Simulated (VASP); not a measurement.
**CeC: equation of state with PBE**

CeC:

```
Ce C
1.0
     0.00000    2.59607    2.59607
     2.59607    0.00000    2.59607
     2.59607    2.59607    0.00000
Ce C
1 1
Cartesian
  0.0000 0.0000 0.0000
  2.5961 2.5961 2.5961
```

The cell comes from a database or a generator and needn't be the stable form of this composition.

| Quantity | Value |
| --- | --- |
| Program | VASP 6.6.1 |
| Task | equation of state |
| Functional | PBE |
| Potentials or basis | VASP PAW PBE potentials, release 64 (Ce, C) |
| Cutoff | 520 eV |
| k mesh | 9 × 9 × 9 |
| Occupations | fermi-dirac, width 0.05 eV |
| Spin | collinear spin, ferromagnetic start |
| Starting moments | [1.0, 0.0] μB |
| Further INCAR settings | ALGO = Normal; EDIFF = 1e-07; NBANDS = 19 |

```yaml
Equilibrium_volume: 17.49 Å³/atom
Bulk_modulus: 113 GPa
Pressure_derivative_of_the_bulk_modulus: 4.4
```

Energy against volume, from the lowest point:
```
volume (Å³/atom)  energy (meV/atom)
          16.447              24.64
          16.797              10.51
          17.146               2.52
          17.496               0.00
          17.846               2.45
          18.196               9.27
          18.546              20.09
```

All runs of the series together: 6.7 min on 1 thread of AMD EPYC 9R45 (Zen 5), on a shared host.

Caveat: the magnetic or orbital state may not be the lowest; without U or exact exchange the open f shell lies at the Fermi level, which spoils levels, moments and volumes. The state reached can hang on the start; a lower one may exist.
